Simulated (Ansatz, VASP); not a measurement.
**Na2Ca6Mg7Al6Fe2Si26O77: VASP beside Ansatz**

Aim: how closely do two programs agree when they are given the same cell, functional and k mesh? Of the first pair: The structure shown is the start of the Ansatz relaxation below; VASP solves that cell, so the two are compared at the walk's first step.

Calculated with Ansatz 0.2.0; plane waves, with VASP 6.6.1 beside it; single point at RPBE.

**1. The starting structure**

The cell holds 126 atoms: 26 Si, 6 Al, 2 Fe, 7 Mg, 6 Ca, 2 Na and 77 O. Cell: a = 12.005 Å, b = 12.005 Å, c = 12.005 Å, α = 90.0°, β = 90.0°, γ = 90.0°. As first built, before any earlier steps moved the atoms (in the runner's words): 126 atoms (26 Si, 6 Al, 2 Fe, 7 Mg, 6 Ca, 2 Na, 77 O) placed at random at 2.58 g/cm^3, melted at 3000 K for 20 ps at fixed volume with the Buckingham and Coulomb pair potential of Guillot and Sator (Geochim. Cosmochim. Acta 71, 1249 (2007)) with the boron terms of Wang et al. (J. Non-Cryst. Solids 498, 294 (2018)). Snapshot at the end of a hold of 10 ps at 1700 K and fixed volume.

**2. Ansatz: relaxation, RPBE**

Ansatz runs on its default PAW (the set named soft_2) files.

The two programs are compared at the cell with which this relaxation starts, whose forces are those of its first step.

Contents of input.yaml:

```yaml
crystal:
  lattice:
    - [12.0049, 0.0, 0.0]
    - [0.0, 12.0049, 0.0]
    - [0.0, 0.0, 12.0049]
  atoms:
    - { symbol: Si, position: [0.69521, 0.95666, 0.39749] }
    - { symbol: Si, position: [0.36829, 0.94629, 0.08227] }
    - { symbol: Si, position: [0.66286, 0.53666, 0.58644] }
    - { symbol: Si, position: [0.43852, 0.86087, 0.68373] }
    - { symbol: Si, position: [0.36905, 0.35775, 0.13907] }
    - { symbol: Si, position: [0.11308, 0.5203, 0.52865] }
    - { symbol: Si, position: [0.00295, 0.1132, 0.7042] }
    - { symbol: Si, position: [0.35817, 0.68058, 0.10187] }
    - { symbol: Si, position: [0.31208, 0.46284, 0.37833] }
    - { symbol: Si, position: [0.02715, 0.86506, 0.07748] }
    - { symbol: Si, position: [0.12984, 0.2997, 0.09847] }
    - { symbol: Si, position: [0.75687, 0.05458, 0.15005] }
    - { symbol: Si, position: [0.81107, 0.43113, 0.05565] }
    - { symbol: Si, position: [0.41951, 0.6827, 0.34622] }
    - { symbol: Si, position: [0.32231, 0.0392, 0.82571] }
    - { symbol: Si, position: [0.62653, 0.89305, 0.02589] }
    - { symbol: Si, position: [0.08395, 0.9538, 0.85092] }
    - { symbol: Si, position: [0.0311, 0.71922, 0.87123] }
    - { symbol: Si, position: [0.90872, 0.19368, 0.02076] }
    - { symbol: Si, position: [0.59149, 0.2463, 0.28386] }
    - { symbol: Si, position: [0.01079, 0.24732, 0.35902] }
    - { symbol: Si, position: [0.27043, 0.86285, 0.46442] }
    - { symbol: Si, position: [0.76061, 0.13717, 0.57771] }
    - { symbol: Si, position: [0.34582, 0.21979, 0.65813] }
    - { symbol: Si, position: [0.6828, 0.81017, 0.58422] }
    - { symbol: Si, position: [0.1218, 0.35079, 0.70269] }
    - { symbol: Al, position: [0.46746, 0.64435, 0.84801] }
    - { symbol: Al, position: [0.18705, 0.08075, 0.5269] }
    - { symbol: Al, position: [0.95761, 0.64685, 0.35386] }
    - { symbol: Al, position: [0.80449, 0.36066, 0.43833] }
[... 90 atom lines left out ...]
    - { symbol: O, position: [0.6951, 0.48617, 0.10496] }
    - { symbol: O, position: [0.76245, 0.98478, 0.27749] }
    - { symbol: O, position: [0.97958, 0.00343, 0.78964] }
    - { symbol: O, position: [0.44408, 0.65997, 0.99431] }
    - { symbol: O, position: [0.24583, 0.6279, 0.06068] }
    - { symbol: O, position: [0.94985, 0.34655, 0.40654] }
magnetization:
  spin_polarized: true
kpoints:
  mp_grid: { grid: [1, 1, 1] }
hamiltonian:
  xc: rpbe
scf:
  occupations: { method: gaussian, width: 0.05 }
  lower_state_search: "off"
output:
  forces: true
relax:
  f_tol: 0.05
  max_steps: 150
  cell: {}
```

The run is started by

```sh
$ ansatz run input.yaml --threads 4 --pin off --max-ram 8192MiB --backend cpu --events-out ev --progress --plain --runs-dir out
```

Numbers of over 12 decimals in the logs are rounded to 6 here.

The program printed:

```text
Engine: ansatz 0.2.0, aarch64-unknown-linux-gnu
Pseudopotentials: kind: paw
Pseudopotential: Si, paw, valence charge 4, recommended cutoff 420 eV (normal), Si.paw.azcp
Pseudopotential: Al, paw, valence charge 3, recommended cutoff 420 eV (normal), Al.paw.azcp
Pseudopotential: Fe, paw, valence charge 16, recommended cutoff 420 eV (normal), Fe.paw.azcp
Pseudopotential: Mg, paw, valence charge 10, recommended cutoff 420 eV (normal), Mg.paw.azcp
Pseudopotential: Ca, paw, valence charge 10, recommended cutoff 420 eV (normal), Ca.paw.azcp
Pseudopotential: Na, paw, valence charge 9, recommended cutoff 420 eV (normal), Na.paw.azcp
Pseudopotential: O, paw, valence charge 6, recommended cutoff 420 eV (normal), O.paw.azcp
Functional definition: RPBE
  parameter kappa = 0.804
  parameter beta = 0.066725
  exchange = rpbe_x(kappa = kappa, mu = beta*pi^2/3)
  correlation = pbe_c(beta = beta)
Crystal: 126 atoms, lattice volume = 1730.118 Å³
Basis set: ecut = 420 eV, 33833 PW (Γ), exchange–correlation on 162×162×162 points (8 copies of the dense FFT grid, shifted against one another)
Bands: 512, of which v1, the nominal top of the filled ones, is band 382 counted from 1 (381 counted from 0)
Symmetry: 1 space group operations
Space group: P1 (ITA 1), of the structure as read, at distance tolerance 1.2e-4 Å
Magnetic group: BNS 1.1 (UNI 1), of the structure as read, at distance tolerance 1.2e-4 Å
k-points: 1
Non-local potential: Si, projectors of the file, l = 0: 2, l = 1: 2, l = 2: 2
Non-local potential: Al, projectors of the file, l = 0: 2, l = 1: 2, l = 2: 1
Non-local potential: Fe, projectors of the file, l = 0: 3, l = 1: 2, l = 2: 3, l = 3: 1
Non-local potential: Mg, projectors of the file, l = 0: 3, l = 1: 2, l = 2: 1
Non-local potential: Ca, projectors of the file, l = 0: 3, l = 1: 2, l = 2: 2
Non-local potential: Na, projectors of the file, l = 0: 3, l = 1: 2, l = 2: 1
Non-local potential: O, projectors of the file, l = 0: 2, l = 1: 2, l = 2: 1
PAW form: soft (Blöchl's): semilocal exchange-correlation on the pseudo side does not see the compensation charge
PAW frozen core: Si, regenerated for the run's functional, and the local potential with it (the file was generated under x = pbe(κ = 0.804, μ = 0.219515), c = pbe(β = 0.066725))
PAW frozen core: Al, regenerated for the run's functional, and the local potential with it (the file was generated under x = pbe(κ = 0.804, μ = 0.219515), c = pbe(β = 0.066725))
PAW frozen core: Fe, regenerated for the run's functional, and the local potential with it (the file was generated under x = pbe(κ = 0.804, μ = 0.219515), c = pbe(β = 0.066725))
PAW frozen core: Mg, regenerated for the run's functional, and the local potential with it (the file was generated under x = pbe(κ = 0.804, μ = 0.219515), c = pbe(β = 0.066725))
PAW frozen core: Ca, regenerated for the run's functional, and the local potential with it (the file was generated under x = pbe(κ = 0.804, μ = 0.219515), c = pbe(β = 0.066725))
PAW frozen core: Na, regenerated for the run's functional, and the local potential with it (the file was generated under x = pbe(κ = 0.804, μ = 0.219515), c = pbe(β = 0.066725))
PAW frozen core: O, regenerated for the run's functional, and the local potential with it (the file was generated under x = pbe(κ = 0.804, μ = 0.219515), c = pbe(β = 0.066725))
PAW one-centre angular grid: Si, 110 points (default); XC on 64 Gauss nodes
PAW one-centre angular grid: Al, 110 points (default); XC on 64 Gauss nodes
PAW one-centre angular grid: Fe, 590 points (default); XC on 64 Gauss nodes
PAW one-centre angular grid: Mg, 110 points (default); XC on 64 Gauss nodes
PAW one-centre angular grid: Ca, 110 points (default); XC on 64 Gauss nodes
PAW one-centre angular grid: Na, 110 points (default); XC on 64 Gauss nodes
PAW one-centre angular grid: O, 110 points (default); XC on 64 Gauss nodes
Initial density: superposition of atomic densities (chi_scale 0.1, normalization cell, long waves 40 % of neutral atoms (reshape's long-wave potential 1.40 eV rms, cloud 2.42 Å wide))
Starting moments: Σ|m| = 8 μB on 2 of 126 sites
Initial wavefunctions: pseudopotential atomic-orbital guess
Functional: x = rpbe, c = pbe(β = 0.066725)
SCF iter   1: F=—  HF=-100271.929919 eV  |F-HF|=—  |Δ(HF+E_count)|=         —  Δρ=1.30e-1 (↑1.30e-1 ↓5.67e-2)  dr2=7.70e2  dr2_m=3.83e1  M=-0.010 μB ∫|m|=0.581 μB  β_m=0.30  ethr=3.10e-3  ⟨swp⟩=7.5  Hψ=5014  notcnv=0  defer=165
preconditioner: auto → Kerker (q_TF=auto, 2.381 Å⁻¹)  [metal: Δε(μ)=0.023 eV  Ē_g=13.801 eV  σ=0.050 eV  W_gap=0.25  n_scr=388 (ndim 8)  ℏωp=22.4 eV  f_vac=0.049  D(μ)=53.22/eV (n_scr^D=388)]
[...]
- { symbol: Si, position: [0.561557, 0.245220, 0.296079] }
    - { symbol: Si, position: [0.033596, 0.227888, 0.344665] }
    - { symbol: Si, position: [0.312991, 0.872532, 0.437577] }
    - { symbol: Si, position: [0.763932, 0.116727, 0.585578] }
    - { symbol: Si, position: [0.323797, 0.223377, 0.674254] }
    - { symbol: Si, position: [0.692910, 0.758661, 0.582893] }
    - { symbol: Si, position: [0.100632, 0.336897, 0.711620] }
    - { symbol: Al, position: [0.471858, 0.623997, 0.817009] }
    - { symbol: Al, position: [0.188043, 0.099786, 0.495982] }
    - { symbol: Al, position: [0.955247, 0.669444, 0.369245] }
    - { symbol: Al, position: [0.770774, 0.309629, 0.408359] }
    - { symbol: Al, position: [0.478413, 0.355754, 0.514448] }
    - { symbol: Al, position: [0.697272, 0.481866, 0.821031] }
    - { symbol: Fe, position: [0.133451, 0.776012, 0.318831] }
    - { symbol: Fe, position: [0.777783, 0.787910, 0.818895] }
    - { symbol: Mg, position: [0.581043, 0.654939, 0.069903] }
    - { symbol: Mg, position: [-0.012906, 0.481988, 0.934429] }
    - { symbol: Mg, position: [0.328859, 0.574270, 0.639041] }
    - { symbol: Mg, position: [0.207004, 0.029670, 0.241533] }
    - { symbol: Mg, position: [0.699480, 0.607060, 0.377085] }
    - { symbol: Mg, position: [0.506403, 0.386146, 0.743499] }
    - { symbol: Mg, position: [0.110086, 0.591810, 0.120619] }
    - { symbol: Ca, position: [0.774576, 0.049401, 0.842309] }
    - { symbol: Ca, position: [1.059060, 0.774116, 0.572890] }
    - { symbol: Ca, position: [0.857638, 0.718774, 0.139447] }
    - { symbol: Ca, position: [0.253902, 0.477285, 0.927337] }
    - { symbol: Ca, position: [0.570148, 0.355937, 0.037912] }
    - { symbol: Ca, position: [0.943770, 0.969816, 0.318017] }
    - { symbol: Na, position: [0.514004, 0.084119, 0.590279] }
    - { symbol: Na, position: [0.870486, 0.300505, 0.790427] }
    - { symbol: O, position: [0.677713, 0.626350, 0.549529] }
    - { symbol: O, position: [0.610872, 0.373572, 0.858666] }
    - { symbol: O, position: [0.132187, 0.894028, 0.193829] }
    - { symbol: O, position: [1.060654, 0.107500, 0.284151] }
    - { symbol: O, position: [0.800380, 0.337825, 0.087355] }
    - { symbol: O, position: [0.061307, 0.332188, 0.260049] }
    - { symbol: O, position: [0.830415, 0.652091, 0.309892] }
    - { symbol: O, position: [-0.00538242, 0.602510, 0.497801] }
    - { symbol: O, position: [0.374292, 0.462594, 0.488322] }
    - { symbol: O, position: [0.374169, 1.021783, 0.947245] }
    - { symbol: O, position: [0.058514, 0.752734, 0.038695] }
    - { symbol: O, position: [0.895199, 0.538644, 0.076547] }
    - { symbol: O, position: [0.425678, 0.930316, 0.750369] }
    - { symbol: O, position: [0.314990, 0.831268, 0.033380] }
    - { symbol: O, position: [0.393531, 0.509413, 0.779929] }
    - { symbol: O, position: [0.826721, 0.134009, 0.164583] }
    - { symbol: O, position: [0.759692, 0.456896, 0.687419215623] }
    - { symbol: O, position: [0.687158, 0.767078, 0.077949] }
    - { symbol: O, position: [0.682814, 0.087949, 0.687125] }
    - { symbol: O, position: [0.234901, 0.264840, 0.140203] }
    - { symbol: O, position: [0.121059, 0.220025, 0.444454] }
    - { symbol: O, position: [0.513361, 0.894651, 0.053732] }
    - { symbol: O, position: [0.469619, 0.280370, 0.196884] }
    - { symbol: O, position: [0.329159, 0.615674, 0.338561] }
[...]
- { symbol: O, position: [0.087354, 0.598601, 0.894981] }
    - { symbol: O, position: [0.075390, 0.961221, 0.985093] }
    - { symbol: O, position: [0.665673, 0.512511, 0.070415] }
    - { symbol: O, position: [0.751409, 0.968878, 0.296809] }
    - { symbol: O, position: [1.003520, 0.015328, 0.782384] }
    - { symbol: O, position: [0.448385, 0.662022, 0.957649] }
    - { symbol: O, position: [0.256805, 0.618723, 0.057263] }
    - { symbol: O, position: [0.904420, 0.252918, 0.379711] }
```

**3. VASP: single point, RPBE, start cell, pair 1**

The same cell, functional, mesh and smearing now go to VASP, with its own data sets.

Lines of VASP's logs that name or quote its potential files are left out, and so is its time.

Contents of INCAR:

```
SYSTEM = Na2Ca6Mg7Al6Fe2Si26O77
PREC = Accurate
ENCUT = 520
EDIFF = 1E-06
NELM = 200
ISMEAR = 0
SIGMA = 0.05
LREAL = Auto
ALGO = Normal
GGA = RP
NBANDS = 432
ISPIN = 2
MAGMOM = -0 -0 -0 -0 0 -0 0 0 -0 -0 0 -0 -0 0 0 -0 -0 -0 0 -0 -0 -0 -0 -0 -0 0 0 -0 -0 0 0 -0 -3.13 -3.18 0 0 0 -0 -0 0 -0 0 -0 -0 -0 0 0 -0 0 -0 -0 -0.04 -0 -0 -0 -0 -0 -0 -0 -0 -0 -0 -0 0 -0 0 -0 -0 -0 -0 -0 -0 -0 -0 0 0 0 -0 -0.09 -0 -0 -0 -0 0 -0 0 -0 -0 -0.06 -0 0 0 -0 -0 -0 -0.08 -0.06 -0 0 -0 0 -0 -0 -0 -0 -0 -0.09 0 -0 0 -0 -0 -0 -0 -0 -0 -0.09 -0 -0 -0 0 -0 0 0 -0 -0
LASPH = .TRUE.
LMAXMIX = 4
LORBIT = 11
LWAVE = .FALSE.
LCHARG = .FALSE.
ISIF = 2
GGA_COMPAT = .FALSE.
NCORE = 4
```

Contents of POSCAR:

```
Na2Ca6Mg7Al6Fe2Si26O77
1.0
   12.0049000000      0.0000000000      0.0000000000
    0.0000000000     12.0049000000      0.0000000000
    0.0000000000      0.0000000000     12.0049000000
Si Al Fe Mg Ca Na O
26 6 2 7 6 2 77
Direct
    0.6952077902      0.9566593641      0.3974876925
    0.3682912811      0.9462885988      0.0822664079
    0.6628626644      0.5366641955      0.5864438688
    0.4385209373      0.8608734767      0.6837291439
    0.3690493049      0.3577539172      0.1390682138
    0.1130788261      0.5202958792      0.5286508009
    0.0029487959      0.1132037751      0.7042041167
    0.3581704137      0.6805804297      0.1018667377
    0.3120809003      0.4628360086      0.3783288491
    0.0271472482      0.8650634324      0.0774766970
    0.1298386492      0.2997026214      0.0984681255
    0.7568659464      0.0545777141      0.1500470641
    0.8110688136      0.4311322876      0.0556522753
    0.4195120326      0.6826962324      0.3462169614
    0.3223100567      0.0392006597      0.8257128339
    0.6265275013      0.8930520038      0.0258894285
    0.0839490541      0.9538021974      0.8509192080
    0.0311039659      0.7192229839      0.8712275821
    0.9087206058      0.1936792476      0.0207581904
    0.5914918075      0.2462994277      0.2838590909
    0.0107872619      0.2473240094      0.3590200668
    0.2704312406      0.8628476705      0.4644186957
    0.7606060858      0.1371689893      0.5777141001
    0.3458171247      0.2197935843      0.6581312631
    0.6827961916      0.8101691809      0.5842197769
    0.1218002649      0.3507900940      0.7026880690
    0.4674591209      0.6443535556      0.8480120617
    0.1870486218      0.0807503603      0.5269015152
    0.9576089763      0.6468525352      0.3538638389
    0.8044881673      0.3606610634      0.4383293488
[... 90 atom lines left out ...]
    0.6950995010      0.4861681480      0.1049571425
    0.7624470008      0.9847812143      0.2774866929
    0.9795833368      0.0034319320      0.7896358987
    0.4440770019      0.6599721780      0.9943106565
    0.2458329515      0.6279019400      0.0606835542
    0.9498538097      0.3465501587      0.4065423285
```

Contents of KPOINTS:

```
Automatic mesh
0
Gamma
1 1 1
0 0 0
```

The projector-augmented-wave data sets are Si, Al, Fe, Mg, Ca_sv, Na_pv and O (PBE family, release 64).

The run is started by

```sh
$ mpirun -np 16 vasp_gam
```

The program printed:

```text
[banner, memory and clock lines left out]
running   16 mpi-ranks, on    1 nodes
[...]
|                                                                             |
|               ----> ADVICE to this user running VASP <----                  |
|                                                                             |
|     You enforced a specific xc type in the INCAR file but a different       |
|     [... a line on the potential file left out ...]
|     I HOPE YOU KNOW WHAT YOU ARE DOING!                                     |
|                                                                             |

 LDA part: xc-table for (Slater+PW92), standard interpolation
 POSCAR, INCAR and KPOINTS ok, starting setup
[...]
entering main loop
       N       E                     dE             d eps       ncg     rms          rms(c)
DAV:   1     0.771450105812E+04    0.77145E+04   -0.39046E+05  1728   0.161E+03
DAV:   2    -0.288486574541E+02   -0.77433E+04   -0.73042E+04  2072   0.422E+02
DAV:   3    -0.956255825727E+03   -0.92741E+03   -0.91007E+03  1976   0.162E+02
DAV:   4    -0.100084051960E+04   -0.44585E+02   -0.44054E+02  2240   0.413E+01
[...]
DAV:  47    -0.851157468543E+03   -0.54642E-05   -0.56498E-06  1616   0.691E-03    0.355E-02
DAV:  48    -0.851157471378E+03   -0.28350E-05   -0.21744E-06  1400   0.449E-03    0.310E-02
DAV:  49    -0.851157471411E+03   -0.32625E-07   -0.15377E-06  1288   0.374E-03
   1 F= -.85115747E+03 E0= -.85114978E+03  d E =-.153857E-01  mag=    -8.0001
```

Parts of OUTCAR (step 3):

```text
  Total       24.3906694     78.1249184     42.0124900     15.2960028      4.8375383      4.5254983
  in kB       22.5870057     72.3476650     38.9057117     14.1648799      4.4798076      4.1908426
[...]
15        0.657   0.998   0.000   1.655
   16        0.657   0.973   0.000   1.630
   17        0.665   1.015   0.000   1.680
   18        0.676   1.034   0.000   1.710
   19        0.642   0.927   0.000   1.569
   20        0.620   0.860   0.000   1.480
   21        0.672   1.009   0.000   1.680
   22        0.668   1.035   0.000   1.703
   23        0.665   1.036   0.000   1.700
   24        0.650   0.948   0.000   1.598
   25        0.669   1.039   0.000   1.708
   26        0.661   1.026   0.000   1.687
   27        0.360   0.463   0.000   0.823
[...]
--------------------------------------------------
tot        152.959 356.072  13.873 522.905

 magnetization (x)
# of ion       s       p       d       tot
------------------------------------------
    1        0.000   0.000   0.000   0.001
    2       -0.000  -0.000   0.000  -0.000
    3       -0.000   0.000   0.000   0.000
    4       -0.000  -0.000   0.000  -0.000
    5        0.000  -0.000   0.000   0.000
    6        0.000   0.000   0.000   0.000
    7       -0.000  -0.000   0.000  -0.000
    8        0.000   0.000   0.000   0.000
    9       -0.000  -0.000   0.000  -0.000
   10       -0.002  -0.004   0.000  -0.006
   11       -0.000  -0.000   0.000  -0.000
   12       -0.000  -0.000   0.000  -0.000
   13       -0.000  -0.000   0.000  -0.000
[...]
--------------------------------------------------
tot         -0.100  -0.690  -6.794  -7.584

[... 2 further parts left out ...]
[key lines of the parts left out:]
E-fermi :   3.6417
```

The magnetic state follows from one typed start and may not be the lowest. The gap is under twice the smearing width, so the edge states are partly filled and the run can't tell a small gap from a semimetal.

**4. Differences**

Known differences besides the potentials themselves: VASP starts from the moments at which Ansatz ended; the data sets hold 764 valence electrons in Ansatz (on its default PAW (the set named soft_2) files) and 688 in VASP; the cutoff is 420 eV in Ansatz and 520 eV in VASP (PREC = Accurate, projectors in real space); Ansatz makes its cores anew for this functional, VASP keeps those of its PBE data sets. Total energies have different zeros and are not compared.

Forces on 9 of the 126 atoms, those with the largest forces and the largest differences (eV/Å; atoms numbered as in POSCAR):

```
atom         Ansatz x, y, z           VASP x, y, z
 Si1  -3.403, 3.274, -0.964  -3.259, 3.265, -0.985
 Si5    5.276, 1.160, 5.054    5.277, 1.117, 5.116
 Si8  -1.744, 5.221, -3.671  -1.711, 5.258, -3.678
Si12  -5.789, -1.182, 8.776  -5.741, -1.166, 8.800
Si21  2.679, -4.349, -4.531  2.749, -4.284, -4.550
Si22   4.637, -1.267, 3.085   4.725, -1.270, 3.103
Al28  -7.416, 1.126, -3.018  -7.429, 1.098, -3.041
Al32   4.046, -5.746, 0.963   4.083, -5.798, 0.958
O106   -3.940, 6.784, 2.302   -3.999, 6.829, 2.335
```

The forces differ by 27 meV/Å r.m.s., which is 1.3 % of the r.m.s. force of 2.063 eV/Å (both taken over all components). VASP's last cycles still show a density residual of 3e-03, so its state may not be settled. Moments aren't recorded for both runs of this pair, so they may hold unlike magnetic states.

**5. Ansatz: relaxation, RPBE**

This run makes the geometry at which the two programs are then compared. The cell compared in this pair holds 1814.92 Å³, against 1730.12 Å³ for the pair before.

The structure compared here is the end of the Ansatz relaxation.

input.yaml is that of step 2.

The run is started by

```sh
$ ansatz run input.yaml --threads 4 --pin off --max-ram 8192MiB --backend cpu --events-out ev --progress --plain --runs-dir out
```

The program printed:

```text
[...]
Crystal: 126 atoms, lattice volume = 1730.118 Å³
Basis set: ecut = 420 eV, 33833 PW (Γ), exchange–correlation on 162×162×162 points (8 copies of the dense FFT grid, shifted against one another)
Bands: 512, of which v1, the nominal top of the filled ones, is band 382 counted from 1 (381 counted from 0)
Symmetry: 1 space group operations
[...]
k-points: 1
[...]
Starting moments: Σ|m| = 8 μB on 2 of 126 sites
[...]
- { symbol: O, position: [0.610872, 0.373572, 0.858666] }
    - { symbol: O, position: [0.132187, 0.894028, 0.193829] }
    - { symbol: O, position: [1.060654, 0.107500, 0.284151] }
    - { symbol: O, position: [0.800380, 0.337825, 0.087355] }
    - { symbol: O, position: [0.061307, 0.332188, 0.260049] }
    - { symbol: O, position: [0.830415, 0.652091, 0.309892] }
    - { symbol: O, position: [-0.00538242, 0.602510, 0.497801] }
[...]
- { symbol: O, position: [1.003520, 0.015328, 0.782384] }
    - { symbol: O, position: [0.448385, 0.662022, 0.957649] }
    - { symbol: O, position: [0.256805, 0.618723, 0.057263] }
    - { symbol: O, position: [0.904420, 0.252918, 0.379711] }
```

[end of part 1 of 2]

[Lines on the potential files, build, host, timing and source positions are cut from VASP's logs without a mark.]

[Logs are printed without paths, hosts, clocks, repeated set-up lines and the standing remarks that a program may print on its own settings, such as how far it seeks lower states.]

[Hosts, paths, dates, database ids (printed as entryN), source tags and the programs' standing remarks are cut or masked in the printed files.]
